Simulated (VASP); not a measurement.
A run of VASP 6.6.1 is set up as follows.

INCAR

```
ALGO = Fast
EDIFF = 1E-6
ENCUT = 600
GGA = PE
ISIF = 2
ISMEAR = 0
KPAR = 4
LASPH = T
LCHARG = F
LREAL = F
LWAVE = F
NELM = 120
PREC = Accurate
SIGMA = 0.02
```

The input KPOINTS:

```
k-points
0
Gamma
  12 12 8
```

File POSCAR:

```
GaN                                     
1.0
    3.2174475316      0.0000000000      0.0000000000
   -1.6087237658      2.7863912594      0.0000000000
    0.0000000000      0.0000000000      5.2418222970
  Ga              N             
     2     2
Direct
     0.6666666699999979    0.3333333300000021    0.4991207863528384
     0.3333333300000021    0.6666666699999979    0.9991207863528385
     0.6666666699999979    0.3333333300000021    0.8758792136471615
     0.3333333300000021    0.6666666699999979    0.3758792136471616
```

KPOINTS_OPT

```
path GMKGALHA,LM,KH
15
line-mode
reciprocal
 0.0000000000  0.0000000000  0.0000000000  G
 0.5000000000  0.0000000000  0.0000000000  M

 0.5000000000  0.0000000000  0.0000000000  M
 0.3333333333  0.3333333333  0.0000000000  K

 0.3333333333  0.3333333333  0.0000000000  K
 0.0000000000  0.0000000000  0.0000000000  G

 0.0000000000  0.0000000000  0.0000000000  G
 0.0000000000  0.0000000000  0.5000000000  A

 0.0000000000  0.0000000000  0.5000000000  A
 0.5000000000  0.0000000000  0.5000000000  L

 0.5000000000  0.0000000000  0.5000000000  L
 0.3333333333  0.3333333333  0.5000000000  H

 0.3333333333  0.3333333333  0.5000000000  H
 0.0000000000  0.0000000000  0.5000000000  A

 0.5000000000  0.0000000000  0.5000000000  L
 0.5000000000  0.0000000000  0.0000000000  M

 0.3333333333  0.3333333333  0.0000000000  K
 0.3333333333  0.3333333333  0.5000000000  H
```

Potentials or basis: VASP PAW PBE potentials, release 64 (Ga_d, N).

Launch:

```bash
$ cat potpaw_PBE.64/Ga_d/POTCAR potpaw_PBE.64/N/POTCAR > POTCAR
$ mpirun -np 4 vasp_std > vasp.out
```

(1) Estimate the band gap on the k mesh.

(2) What does it give for the pressure?

(3) What does it give for the band gap along the path?

Answers

(1) 1.72 eV, direct.

(2) -0.2 GPa.

(3) 1.72 eV, direct.

**Experimental background.**

“Studying electronic properties in GaN without electrical contacts using γ-γ vs e−-γ Perturbed Angular Correlations”, 2019, pmc:6823545 quotes, for a bulk crystal of GaN: band gap 3.503 ± 0.005 eV (direct).

A measured gap of GaN is 3.503 eV (direct; quoted in “Studying electronic properties in GaN without electrical contacts using γ-γ vs e−-γ Perturbed Angular Correlations”, 2019, pmc:6823545); the calculated 1.72 eV misses it by -1.78 eV. So large a miss can be the level of theory's own, or it may mean another phase, state or a wrong row. Spin-orbit coupling on Ga is left out. The value is that of PBE, without temperature or zero-point motion. Semilocal functionals fall short of measured gaps as a rule. The cell is a database's relaxed one, not the measured one, which moves gaps too.
